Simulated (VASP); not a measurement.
Method: PBE GGA with D3 dispersion (Becke-Johnson damping), VASP's PBE PAW potentials (set 64) (plane waves; VASP 6.6.1).

The input files of a VASP run:

INCAR:
```
ISMEAR  =  0   ! Gaussian
LASPH  =  .True.   ! aspherical one-centre terms
PREC  =  Accurate
ALGO  =  Normal
LWAVE  =  .False.
LREAL  =  .False.   ! projection in real space or not
GGA  =  PE
NELM  =  100
EDIFF  =  1E-7
IVDW  =  12
ICHARG  =  11
ENCUT  =  520
LORBIT  =  11   ! lm-projected
SIGMA  =  0.05
SYSTEM  =  Sc
LCHARG  =  .False.
LMAXMIX  =  4   ! l cut-off of mixed one-centre charges
```

POSCAR:
```
Sc
1.0
  1.6349767808  -2.8318627702   0.0000000000
  1.6349767808   2.8318627702   0.0000000000
  0.0000000000   0.0000000000   5.0746346842
Sc
2
Cartesian
  1.6349767808   0.9439561446   1.2686586711
  1.6349767808  -0.9439561446   3.8059760132
```

File KPOINTS:
```
k-points along high-symmetry lines
10
Line-mode
Reciprocal
  0.000000   0.000000   0.000000 ! GAMMA
  0.000000   0.500000   0.000000 ! M

  0.000000   0.500000   0.000000 ! M
 -0.333333   0.666667   0.000000 ! K

 -0.333333   0.666667   0.000000 ! K
  0.000000   0.000000   0.000000 ! GAMMA

  0.000000   0.000000   0.000000 ! GAMMA
  0.000000   0.000000   0.500000 ! A

  0.000000   0.000000   0.500000 ! A
  0.000000   0.500000   0.500000 ! L

  0.000000   0.500000   0.500000 ! L
 -0.333333   0.666667   0.500000 ! H

 -0.333333   0.666667   0.500000 ! H
  0.000000   0.000000   0.500000 ! A

  0.000000   0.500000   0.500000 ! L
  0.000000   0.500000   0.000000 ! M

 -0.333333   0.666667   0.500000 ! H
 -0.333333   0.666667   0.000000 ! K
```

POTCAR, in this order: Sc_sv (PBE.64 set). Program: vasp_std. Read from the step before: CHGCAR.

What VASP printed:

**OSZICAR**
```
       N       E                     dE             d eps       ncg     rms          rms(c)
DAV:   1     0.397925427639E+03    0.39793E+03   -0.11430E+04  2708   0.160E+03
DAV:   2     0.895089495855E+01   -0.38897E+03   -0.38443E+03  3542   0.666E+02
DAV:   3    -0.118735665472E+02   -0.20824E+02   -0.19891E+02  4375   0.182E+02
DAV:   4    -0.126719182622E+02   -0.79835E+00   -0.66115E+00  4097   0.237E+01
DAV:   5    -0.126870040415E+02   -0.15086E-01   -0.15077E-01  4469   0.344E+00
DAV:   6    -0.126871535790E+02   -0.14954E-03   -0.14953E-03  4141   0.380E-01
DAV:   7    -0.126871626035E+02   -0.90245E-05   -0.90244E-05  4435   0.650E-02
DAV:   8    -0.126871627087E+02   -0.10513E-06   -0.10534E-06  4203   0.102E-02
DAV:   9    -0.126871627114E+02   -0.27503E-08   -0.31833E-08  3066   0.216E-03
   1 F= -.13502377E+02 E0= -.13499634E+02  d E =-.548671E-02
```

### OUTCAR
```
 val. band max:        4.0211936726   @ k =  -0.2963   0.5926   0.5000

 cond. band min:       4.0449407173   @ k =   0.0000   0.5000   0.4444



 k-point     1 :       0.0000    0.0000    0.0000
  band No.  band energies     occupation
      1     -45.3310      2.00000
      2     -45.2428      2.00000
      3     -24.2045      2.00000
      4     -23.8040      2.00000
      5     -23.8040      2.00000
      6     -23.7253      2.00000
      7     -23.7253      2.00000
      8     -23.6902      2.00000
      9      -1.2508      2.00000
     10       2.2701      2.00000
     11       4.7165      0.00000
     12       5.6090      0.00000
     13       5.6090      0.00000
     14       5.9127      0.00000
     15       6.0960      0.00000

 k-point     2 :       0.0000    0.0556    0.0000
  band No.  band energies     occupation
      1     -45.3292      2.00000
      2     -45.2422      2.00000
      3     -24.1997      2.00000
      4     -23.8130      2.00000
      5     -23.8072      2.00000
      6     -23.7348      2.00000
      7     -23.7264      2.00000
      8     -23.6924      2.00000
      9      -1.1805      2.00000
     10       2.3284      2.00000
     11       4.6446      0.00000
     12       5.4636      0.00000
     13       5.6608      0.00000
     14       6.0147      0.00000
     15       6.0648      0.00000

 k-point     3 :       0.0000    0.1111    0.0000
  band No.  band energies     occupation
      1     -45.3241      2.00000
      2     -45.2406      2.00000
      3     -24.1857      2.00000
      4     -23.8390      2.00000
      5     -23.8162      2.00000
      6     -23.7621      2.00000
      7     -23.7296      2.00000
      8     -23.6992      2.00000
      9      -0.9729      2.00000
     10       2.4951      2.00000
     11       4.4558      0.00000
     12       5.1873      0.00000
     13       5.8140      0.00000
     14       5.9196      0.00000
     15       6.1868      0.00000

...
```

The density is held fixed in this step, so its total energy and stress have no physical meaning.

The compound is Sc in the hcp structure. It was relaxed first, which changed the volume by -6 %.
